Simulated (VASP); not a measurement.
Energy against volume of MgO (rock salt). All values below come from PW91 GGA, VASP's PBE PAW potentials (set 64) (plane waves; VASP). Numerical set-up: 520 eV cut-off, 11×11×11 Γ-centred mesh, Gaussian smearing of 0.050 eV, potentials Mg O.

```
V (Å³/atom)  E (eV/atom)
-----------  -----------
8.972           -6.00018
9.259           -6.01452
9.545           -6.01922
9.832           -6.01565
```

Problem. Fit these four points and predict the energy of the run at 10.118 Å³/atom.

Solution. A cubic in V^(−2/3), the third-order Birch-Murnaghan form, passes through the four points with V0 = 9.56 Å³/atom and B0 = 153 GPa, and gives -6.0050 eV/atom there. The run gave -6.0050 eV/atom, -0.0 meV/atom from the fit; all five points give B0 = 153 GPa.

The compound is MgO in the rock salt structure. It was relaxed first.
